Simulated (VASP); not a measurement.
# PtTe2: transverse stress against strain

PtTe2 (1T layered, P-3m1, 24.184 Å³/atom and stress up to 0.10 GPa in the relaxed cell, c along z) under a strain ε along c (axis z), the other axes held. PBEsol in VASP (plane waves, PAW), 480 eV, 14×14×10 Γ-centred mesh, Methfessel-Paxton smearing 0.10 eV; ions are relaxed, or left where forces stay under 0.02 eV/Å, within the symmetry of each cell. Stress is positive for a compressed cell.

Here s stands for strain and y for stress xx.

```
strain (%)  stress xx (GPa)
----------  ---------------
-1.50                  0.66
-1.00                  0.42
-0.50                  0.18
0.00                  -0.08
0.50                  -0.24
1.00                  -0.43
1.50                  -0.62
3.00                      ?
```

**Question.** Fit y against s with a straight line, and predict the withheld value at s = 3.00.

**Answer.** Means: s 0, y -0.016. About the means, the sum of products is -2.9800 and the sum of squares of s is 7.0000; the slope is their ratio. Least squares gives y = -0.016 - 0.4257·s. Residuals (row less fit): 0.037, 0.010, -0.017, -0.064, -0.011, 0.012, 0.035; standard error 0.038 (degrees of freedom: 5). The slope gives the elastic constant C13 = about 43 GPa. At the withheld row, y = -0.016 - 0.4257 × 3.0 = -1.293 GPa. The calculation gives -1.06 GPa, 0.233 GPa above the prediction (13.5 % of the range of y in the table). The row lies outside the fitted rows, so this is an extrapolation. From the scatter of the fitted rows alone, a prediction at this place has a standard error of 0.060 GPa, so the miss is 3.9 times that.

A polynomial of degree 2 through the 12 other runs of the series gives -1.06 there, so most of the miss is curvature that the fit leaves out. In a metal these values are sensitive to mesh and smearing; energies are taken to zero smearing, stresses follow the free energy. The runs aren't spin-polarised. Spin-orbit coupling is left out, which can shift these values for the heavy elements here. Rows are the converged runs of the series near zero and its far end, less any whose ions stayed unrelaxed beside relaxed ones; series whose fitted rows scatter by over a few per cent of the range, as at a crossing or softening among them, aren't shown in this form. Most that stay on the fit to the last digits aren't either.
